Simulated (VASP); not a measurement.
Consider the following.

```
CELL_PARAMETERS angstrom
     -2.14809     2.13735     2.13735
      2.14809    -2.15883     2.15883
      2.14809     2.15883    -2.15883
ATOMIC_POSITIONS crystal
  Eu 0.00000 0.00000 0.00000
```

Computed with PBEsol GGA, VASP's PBE PAW potentials (set 64) (plane waves; VASP). Run with 480 eV cut-off, 12×12×12 Γ-centred mesh, first-order Methfessel-Paxton smearing of 0.10 eV, potentials Eu_2.

The 4f electrons are frozen in the core of the lanthanide potential, so 4f levels, which can set the real gap, and their magnetism are missing.

Question: Estimate the energy per atom (σ→0), band gap (on the k-mesh) with the smallest direct gap where there is one.

Answer: 
```json
{
 "band gap (on the k-mesh)": "none (metal, semimetal or under 0.01 eV)",
 "energy per atom (σ→0)": "-208.8 kJ/mol-atom"
}
```

Only differences to runs with the same potentials and settings are physical.

The compound is Eu in the bcc structure. This cell was strained or had an atom moved on purpose.
